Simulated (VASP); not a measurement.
Calculation: LDA (Ceperley-Alder, Perdew-Zunger), VASP's LDA PAW potentials (set 64) (plane waves; VASP).

VASP input:

### KPOINTS
```
Automatic mesh
0
Gamma
7 7 7
0 0 0
```

**INCAR**
```
LMAXMIX = 4   ! l cut-off of mixed one-centre charges
SYSTEM = CdF2
NSW = 1   ! most ionic steps
LWAVE = F
SIGMA = 0.01
EDIFF = 1E-8
LEPSILON = T
LCHARG = F
LREAL = F   ! projection in real space or not
ISMEAR = 0   ! Gaussian
NELM = 100   ! most electronic steps
ALGO = Normal   ! blocked Davidson
LASPH = T   ! aspherical one-centre terms
ENCUT = 520   ! plane-wave cut-off (eV)
IBRION = 8   ! DFPT with symmetry
PREC = Accurate
```

**POSCAR**
```
CdF2
1
    0.0000000000     2.6577377019     2.6577377019
    2.6577377019     0.0000000000     2.6577377019
    2.6577377019     2.6577377019     0.0000000000
Cd F
1 2
Direct
  0.0000000000   0.0000000000   0.0000000000
  0.2500000000   0.2500000000   0.2500000000
  0.7500000000   0.7500000000   0.7500000000
```

POTCAR, in this order: Cd F (LDA.64 set). Program: vasp_std.

The run wrote:

### OSZICAR
```
...
RMM:   2    -0.229327431767E+00   -0.71910E-02   -0.45360E-03  1042   0.492E-01
RMM:   3    -0.229362924797E+00   -0.35493E-04   -0.38408E-05  1118   0.404E-02
RMM:   4    -0.229363420882E+00   -0.49609E-06   -0.41236E-07  1121   0.362E-03
RMM:   5    -0.229363425420E+00   -0.45381E-08   -0.79929E-09   940   0.385E-04
 Linear response to external field (no local field effect), progress :
  Direction:   2
       N       E                     dE             d eps       ncg     rms          rms(c)
RMM:   1    -0.205226152738E+00   -0.20523E+00   -0.63352E-01  1254   0.284E+00
RMM:   2    -0.211495276432E+00   -0.62691E-02   -0.38433E-03  1041   0.452E-01
RMM:   3    -0.211521246884E+00   -0.25970E-04   -0.32970E-05  1122   0.373E-02
RMM:   4    -0.211521604389E+00   -0.35750E-06   -0.31464E-07  1130   0.329E-03
RMM:   5    -0.211521607934E+00   -0.35458E-08   -0.58097E-09   944   0.332E-04
 Linear response to external field (no local field effect), progress :
  Direction:   3
       N       E                     dE             d eps       ncg     rms          rms(c)
RMM:   1    -0.170184693685E+00   -0.17018E+00   -0.46411E-01  1206   0.263E+00
RMM:   2    -0.175452526827E+00   -0.52678E-02   -0.40321E-03  1037   0.459E-01
RMM:   3    -0.175494514159E+00   -0.41987E-04   -0.34477E-05  1100   0.382E-02
RMM:   4    -0.175494936560E+00   -0.42240E-06   -0.38685E-07  1076   0.311E-03
RMM:   5    -0.175494942004E+00   -0.54433E-08   -0.76185E-09   852   0.325E-04
 Linear response to external field, progress :
  Direction:   1
       N       E                     dE             d eps       ncg     rms          rms(c)
RMM:   1    -0.199275482814E+00   -0.19928E+00   -0.60536E-01  2443   0.278E+00
RMM:   2    -0.205424850446E+00   -0.61494E-02   -0.41058E-03  2075   0.464E-01    0.696E-01
RMM:   3    -0.199945193455E+00    0.54797E-02   -0.28644E-03  1918   0.439E-01    0.385E-01
RMM:   4    -0.203048663756E+00   -0.31035E-02   -0.43766E-03  1961   0.553E-01    0.468E-02
RMM:   5    -0.203901686899E+00   -0.85302E-03   -0.12036E-04  2151   0.954E-02    0.738E-03
RMM:   6    -0.203925397510E+00   -0.23711E-04   -0.96828E-07  2214   0.841E-03    0.332E-03
RMM:   7    -0.203965216046E+00   -0.39819E-04   -0.16657E-07  2182   0.310E-03    0.363E-04
RMM:   8    -0.203966960156E+00   -0.17441E-05    0.59124E-10  2037   0.450E-04    0.108E-04
RMM:   9    -0.203965805658E+00    0.11545E-05   -0.97183E-09  1642   0.133E-04    0.259E-05
RMM:  10    -0.203965580468E+00    0.22519E-06   -0.56114E-09   777   0.612E-05    0.649E-06
 Linear response to external field, progress :
  Direction:   2
       N       E                     dE             d eps       ncg     rms          rms(c)
RMM:   1    -0.199235788128E+00   -0.19924E+00   -0.60496E-01  2453   0.279E+00
RMM:   2    -0.205425639629E+00   -0.61899E-02   -0.41417E-03  2077   0.468E-01    0.696E-01
RMM:   3    -0.199946177349E+00    0.54795E-02   -0.28675E-03  1929   0.440E-01    0.385E-01
RMM:   4    -0.203049244963E+00   -0.31031E-02   -0.43769E-03  1968   0.553E-01    0.468E-02
RMM:   5    -0.203900878584E+00   -0.85163E-03   -0.12050E-04  2156   0.954E-02    0.736E-03
RMM:   6    -0.203925760163E+00   -0.24882E-04   -0.91985E-07  2217   0.832E-03    0.332E-03
RMM:   7    -0.203965174986E+00   -0.39415E-04   -0.17136E-07  2186   0.310E-03    0.362E-04
RMM:   8    -0.203966873772E+00   -0.16988E-05    0.10011E-08  2030   0.428E-04    0.126E-04
RMM:   9    -0.203965845558E+00    0.10282E-05   -0.54020E-09  1708   0.149E-04    0.262E-05
RMM:  10    -0.203965582439E+00    0.26312E-06    0.21335E-09   735   0.542E-05    0.928E-06
 Linear response to external field, progress :
  Direction:   3
       N       E                     dE             d eps       ncg     rms          rms(c)
RMM:   1    -0.199036028770E+00   -0.19904E+00   -0.60297E-01  2452   0.279E+00
RMM:   2    -0.205424622778E+00   -0.63886E-02   -0.41627E-03  2078   0.468E-01    0.696E-01
RMM:   3    -0.199945974595E+00    0.54786E-02   -0.28665E-03  1928   0.440E-01    0.385E-01
RMM:   4    -0.203049043735E+00   -0.31031E-02   -0.43770E-03  1969   0.553E-01    0.468E-02
RMM:   5    -0.203901327779E+00   -0.85228E-03   -0.12057E-04  2158   0.954E-02    0.736E-03
RMM:   6    -0.203925527643E+00   -0.24200E-04   -0.92225E-07  2219   0.833E-03    0.333E-03
RMM:   7    -0.203965200802E+00   -0.39673E-04   -0.17158E-07  2185   0.311E-03    0.363E-04
RMM:   8    -0.203966854661E+00   -0.16539E-05    0.10081E-08  2035   0.427E-04    0.126E-04
RMM:   9    -0.203965843630E+00    0.10110E-05   -0.52496E-09  1711   0.149E-04    0.262E-05
RMM:  10    -0.203965583512E+00    0.26012E-06    0.21919E-09   736   0.542E-05    0.928E-06
 Linear response DOF=           2
 Linear response progress:
  Degree of freedom:   1/  2
       N       E                     dE             d eps       ncg     rms          rms(c)
RMM:   1    -0.438104188089E+00   -0.43810E+00   -0.23024E-01  2197   0.363E+00
RMM:   2    -0.433666679255E+00    0.44375E-02   -0.66029E-03  2100   0.645E-01    0.139E-01
RMM:   3    -0.432765517063E+00    0.90116E-03   -0.27894E-04  2195   0.119E-01    0.686E-02
RMM:   4    -0.432048139841E+00    0.71738E-03   -0.12922E-04  2209   0.863E-02    0.152E-02
RMM:   5    -0.431934412077E+00    0.11373E-03   -0.28792E-06  1954   0.147E-02    0.479E-03
RMM:   6    -0.431957608531E+00   -0.23196E-04   -0.39527E-07  2187   0.491E-03    0.575E-04
RMM:   7    -0.431961962790E+00   -0.43543E-05   -0.10010E-08  2229   0.688E-04    0.246E-04
RMM:   8    -0.431961761655E+00    0.20113E-06   -0.23014E-09  2181   0.314E-04    0.402E-05
RMM:   9    -0.431961587042E+00    0.17461E-06   -0.34921E-10  2158   0.103E-04    0.949E-06
RMM:  10    -0.431961569441E+00    0.17601E-07   -0.55502E-10  2213   0.284E-05    0.393E-06
RMM:  11    -0.431961548886E+00    0.20555E-07   -0.41727E-10  2043   0.245E-05    0.577E-07
RMM:  12    -0.431961553722E+00   -0.48357E-08   -0.83759E-10   956   0.198E-05    0.543E-07
 Linear response progress:
  Degree of freedom:   2/  2
       N       E                     dE             d eps       ncg     rms          rms(c)
RMM:   1    -0.523908317578E+00   -0.52391E+00    0.67509E-01  4149   0.535E+00
RMM:   2    -0.522227832166E+00    0.16805E-02   -0.49844E-03  3306   0.698E-01    0.148E-01
RMM:   3    -0.523277519516E+00   -0.10497E-02   -0.25150E-04  2876   0.132E-01    0.842E-02
RMM:   4    -0.524561748872E+00   -0.12842E-02   -0.17482E-04  2963   0.989E-02    0.116E-02
RMM:   5    -0.524553512652E+00    0.82362E-05   -0.41604E-06  3444   0.170E-02    0.218E-03
RMM:   6    -0.524527323686E+00    0.26189E-04   -0.76106E-08  3109   0.243E-03    0.831E-04
RMM:   7    -0.524528636995E+00   -0.13133E-05   -0.19459E-08  3562   0.740E-04    0.984E-05
RMM:   8    -0.524528817122E+00   -0.18013E-06   -0.25606E-09  3648   0.124E-04    0.481E-05
RMM:   9    -0.524528529659E+00    0.28746E-06    0.77636E-10  3629   0.707E-05    0.718E-06
RMM:  10    -0.524528459648E+00    0.70011E-07   -0.75218E-10  3433   0.358E-05    0.392E-06
RMM:  11    -0.524528466238E+00   -0.65897E-08   -0.58671E-10  3053   0.311E-05    0.112E-06
 Linear response finished
```

**OUTCAR**
```
------------------------ aborting loop because EDIFF is reached ----------------------------------------

 HEAD OF MICROSCOPIC STATIC DIELECTRIC TENSOR (INDEPENDENT PARTICLE, excluding Hartree and local field effects)
 ------------------------------------------------------
           2.980421    -0.000000    -0.000000
           0.000000     2.980421    -0.000000
          -0.000000    -0.000000     2.980421
 ------------------------------------------------------

 MACROSCOPIC STATIC DIELECTRIC TENSOR (including local field effects in DFT)
 ------------------------------------------------------
           2.885040     0.000000     0.000000
           0.000000     2.885040    -0.000000
           0.000000     0.000000     2.885040
 ------------------------------------------------------

 PIEZOELECTRIC TENSOR (including local field effects)  for field in x, y, z        (e  Angst)
          XX          YY          ZZ          XY          YZ          ZX
  --------------------------------------------------------------------------------
  x     0.00000     0.00000     0.00000     0.00000     0.00000     0.00000
  y     0.00000     0.00000     0.00000     0.00000     0.00000     0.00000
  z     0.00000     0.00000     0.00000     0.00000     0.00000     0.00000

 PIEZOELECTRIC TENSOR (including local field effects)  for field in x, y, z        (C/m^2)
          XX          YY          ZZ          XY          YZ          ZX
  --------------------------------------------------------------------------------
  x     0.00000     0.00000     0.00000     0.00000     0.00000     0.00000
  y     0.00000     0.00000     0.00000     0.00000     0.00000     0.00000
  z     0.00000     0.00000     0.00000     0.00000     0.00000     0.00000

 BORN EFFECTIVE CHARGES (including local field effects) (in |e|, cummulative output)
 ---------------------------------------------------------------------------------
 ion    1
    1     2.42630     0.00000     0.00000
    2     0.00000     2.42630     0.00000
    3     0.00000     0.00000     2.42630
 ion    2
    1    -1.21315     0.00000     0.00000
    2     0.00000    -1.21315     0.00000
    3     0.00000     0.00000    -1.21315
 ion    3
    1    -1.21315     0.00000     0.00000
    2     0.00000    -1.21315     0.00000
    3     0.00000     0.00000    -1.21315

   1 f  =    9.648898 THz    60.625812 2PiTHz  321.852583 cm-1    39.904617 meV
             X         Y         Z           dx          dy          dz
      0.000000  0.000000  0.000000     0.000000    0.000000   -0.000000
      1.328869  1.328869  1.328869    -0.693907    0.135986   -0.000556
      3.986607  3.986607  3.986607     0.693907   -0.135986    0.000556

   2 f  =    9.648898 THz    60.625812 2PiTHz  321.852583 cm-1    39.904617 meV
             X         Y         Z           dx          dy          dz
      0.000000  0.000000  0.000000    -0.000000   -0.000000    0.000000
      1.328869  1.328869  1.328869     0.002998    0.018189    0.706866
      3.986607  3.986607  3.986607    -0.002998   -0.018189   -0.706866

   3 f  =    9.648898 THz    60.625812 2PiTHz  321.852583 cm-1    39.904617 meV
             X         Y         Z           dx          dy          dz
      0.000000  0.000000  0.000000     0.000000    0.000000   -0.000000
      1.328869  1.328869  1.328869    -0.135954   -0.693669    0.018426
      3.986607  3.986607  3.986607     0.135954    0.693669   -0.018426

   4 f  =    7.346287 THz    46.158082 2PiTHz  245.045753 cm-1    30.381788 meV
             X         Y         Z           dx          dy          dz
      0.000000  0.000000  0.000000    -0.495932   -0.035800   -0.064250
      1.328869  1.328869  1.328869     0.605198    0.043688    0.078406
      3.986607  3.986607  3.986607     0.605198    0.043688    0.078406

   5 f  =    7.346287 THz    46.158082 2PiTHz  245.045753 cm-1    30.381788 meV
             X         Y         Z           dx          dy          dz
      0.000000  0.000000  0.000000     0.052525   -0.478959   -0.138557
      1.328869  1.328869  1.328869    -0.064098    0.584485    0.169084
      3.986607  3.986607  3.986607    -0.064098    0.584485    0.169084

   6 f  =    7.346287 THz    46.158082 2PiTHz  245.045753 cm-1    30.381788 meV
             X         Y         Z           dx          dy          dz
      0.000000  0.000000  0.000000    -0.051486   -0.143789    0.477527
      1.328869  1.328869  1.328869     0.062829    0.175469   -0.582738
      3.986607  3.986607  3.986607     0.062829    0.175469   -0.582738

   7 f/i=    0.010684 THz     0.067131 2PiTHz    0.356387 cm-1     0.044186 meV
             X         Y         Z           dx          dy          dz
      0.000000  0.000000  0.000000     0.009278    0.026772   -0.864777
      1.328869  1.328869  1.328869     0.003801    0.010969   -0.354322
      3.986607  3.986607  3.986607     0.003801    0.010969   -0.354322

   8 f/i=    0.010684 THz     0.067131 2PiTHz    0.356387 cm-1     0.044186 meV
             X         Y         Z           dx          dy          dz
      0.000000  0.000000  0.000000     0.436276   -0.746970   -0.018444
      1.328869  1.328869  1.328869     0.178754   -0.306054   -0.007557
      3.986607  3.986607  3.986607     0.178754   -0.306054   -0.007557

   9 f/i=    0.010684 THz     0.067131 2PiTHz    0.356387 cm-1     0.044186 meV
             X         Y         Z           dx          dy          dz
      0.000000  0.000000  0.000000    -0.747140   -0.435844   -0.021509
      1.328869  1.328869  1.328869    -0.306124   -0.178577   -0.008813
      3.986607  3.986607  3.986607    -0.306124   -0.178577   -0.008813

 MACROSCOPIC STATIC DIELECTRIC TENSOR IONIC CONTRIBUTION
 ------------------------------------------------------
           4.537098    -0.000000    -0.000000
           0.000000     4.537098    -0.000000
          -0.000000    -0.000000     4.537098
 ------------------------------------------------------

 ELASTIC MODULI CONTR FROM IONIC RELAXATION (kBar)
 Direction    XX          YY          ZZ          XY          YZ          ZX
 --------------------------------------------------------------------------------
 XX          -0.0000      0.0000     -0.0000      0.0000      0.0000      0.0000
...
```
(Selected blocks of OUTCAR.)

The compound is CdF2 in the fluorite structure. It was relaxed first.
